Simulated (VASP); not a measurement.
Input:

```yaml
crystal:
  lattice:
    - [0.00000, 2.07655, 2.07655]
    - [2.07655, 0.00000, 2.07655]
    - [2.07655, 2.07655, 0.00000]
  atoms:
    - { symbol: Mg, position: [0.00000, 0.00000, 0.00000] }
    - { symbol: O, position: [0.50000, 0.50000, 0.50000] }
```

The numbers are results of PBE GGA, VASP's PBE PAW potentials (set 64) (plane waves; VASP 6.6.1), not measurements. Numerical set-up: PREC = Normal, 500 eV cut-off, 4×4×4 Γ-centred mesh, Gaussian smearing of 0.010 eV, potentials Mg_sv_GW O_GW_new.

### Question
Give the stress tensor in GPa (positive for a compressed cell).

### Answer

```
9.45  0.00  0.00
0.00  9.45  0.00
0.00  0.00  9.45
```
The pressure is its mean diagonal, 9.45 GPa.

The compound is MgO in the rock salt structure. This cell is one point of a volume scan, at 0.96 of the reference volume. The k-mesh is coarse (spacing up to 0.66 per Å, 2π included), so the numbers may not be converged in it.
